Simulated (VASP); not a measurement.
Calculation: PBEsol GGA, VASP's PBE PAW potentials (set 64) (plane waves; VASP).

Input for VASP

KPOINTS:
```
Automatic mesh
0
Gamma
10 10 9
0 0 0
```

INCAR:
```
ALGO  =  Normal
EDIFF  =  1E-6
ENCUT  =  520
GGA  =  PS
ISIF  =  2
ISMEAR  =  1
LASPH  =  .TRUE.
LCHARG  =  .FALSE.
LMAXMIX  =  4
LREAL  =  .FALSE.
LWAVE  =  .FALSE.
NELM  =  100
PREC  =  Accurate
SIGMA  =  0.1
SYSTEM  =  TiB2
```

### POSCAR
```
TiB2
1
    1.5044090000    -2.6766680000     0.0000000000
    1.5044090000     2.6766680000     0.0000000000
    0.0000000000     0.0000000000     3.1769390000
Ti B
1 2
Direct
  0.0000000000   0.0000000000   0.0000000000
  0.3333330000   0.6666670000   0.5000000000
  0.6895350000   0.3562010000   0.5000000000
```

POTCAR, in this order: Ti_sv B (PBE.64 set). Program: vasp_std.

### Question
Estimate the energy per atom (σ→0), pressure, largest force, band gap (on the k-mesh).

### Answer

```yaml
energy per atom (σ→0): -8.571 eV/atom
band gap (on the k-mesh): none (metal, semimetal or under 0.01 eV)
pressure: -4.10 GPa
largest_force: 1.358 eV/Å
```

OSZICAR:
```
...
DAV:   8    -0.257228337573E+02   -0.92933E-02   -0.17754E-01 10084   0.391E+00    0.778E-01
DAV:   9    -0.257134764070E+02    0.93574E-02   -0.75573E-02  9264   0.360E+00    0.250E-01
DAV:  10    -0.257128984890E+02    0.57792E-03   -0.46179E-03  8414   0.954E-01    0.695E-02
DAV:  11    -0.257129247858E+02   -0.26297E-04   -0.34533E-04  9562   0.243E-01    0.615E-02
DAV:  12    -0.257128896444E+02    0.35141E-04   -0.21080E-04  9132   0.199E-01    0.102E-02
DAV:  13    -0.257128889471E+02    0.69736E-06   -0.10493E-05  8123   0.423E-02    0.163E-03
DAV:  14    -0.257128889788E+02   -0.31736E-07   -0.26096E-07  4020   0.608E-03
   1 F= -.25712889E+02 E0= -.25712831E+02  d E =-.174831E-03
```

The compound is TiB2 in the AlB2 type structure. The cell was not relaxed at this level, atoms are displaced from their ideal sites. The run is one of a series of settings (GGA = PS against the base run), some of them coarse on purpose.
